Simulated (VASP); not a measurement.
OSZICAR of a VASP run on YP (space group I4_1md):

File OSZICAR:
```
       N       E                     dE             d eps       ncg     rms          rms(c)
DAV:   1     0.112561995533E+03    0.11256E+03   -0.11775E+04  1208   0.102E+03
DAV:   2    -0.200465741734E+02   -0.13261E+03   -0.12540E+03  1448   0.251E+02
DAV:   3    -0.308506472340E+02   -0.10804E+02   -0.10657E+02  2020   0.507E+01
DAV:   4    -0.312687550798E+02   -0.41811E+00   -0.41739E+00  1588   0.100E+01
DAV:   5    -0.312807965531E+02   -0.12041E-01   -0.12041E-01  1756   0.161E+00    0.427E+01
DAV:   6    -0.286242675578E+02    0.26565E+01   -0.77008E+00  1288   0.118E+01    0.319E+01
DAV:   7    -0.287109875703E+02   -0.86720E-01   -0.38524E+00  1920   0.830E+00    0.755E+00
DAV:   8    -0.285936455963E+02    0.11734E+00   -0.17564E+00  1296   0.569E+00    0.138E+00
DAV:   9    -0.285729513323E+02    0.20694E-01   -0.23498E-01  1372   0.215E+00    0.527E-01
DAV:  10    -0.285709075356E+02    0.20438E-02   -0.98977E-03  1848   0.637E-01    0.396E-01
DAV:  11    -0.285709043342E+02    0.32014E-05   -0.48754E-03  1596   0.306E-01    0.231E-01
DAV:  12    -0.285708438962E+02    0.60438E-04   -0.43636E-04  1416   0.122E-01    0.746E-02
DAV:  13    -0.285708450634E+02   -0.11673E-05   -0.63143E-05  1704   0.427E-02    0.974E-03
DAV:  14    -0.285708457618E+02   -0.69838E-06   -0.17318E-06  1016   0.916E-03
   1 F= -.28570846E+02 E0= -.28557026E+02  d E =-.276389E-01
```

Question: Which electronic solver shows in the log?

Answer: It is blocked Davidson (ALGO = Normal, or the opening steps of other solvers). The INCAR had ALGO = Normal.

Question: Can the final energy be trusted as converged?

Answer: The calculation finished and met its thresholds. It stopped with EDIFF = 1E-6, NELM = 100 (PBE GGA, plane waves, VASP's PBE PAW potentials (set 64)).

The structure was generated: YP was put into an ordered model structure, which need not be its known phase. The cell was not relaxed at this level, and its volume differs by -5.9 % from the start's. The k-mesh is coarse (spacing up to 0.40 per Å, 2π included), so the numbers may not be converged in it.
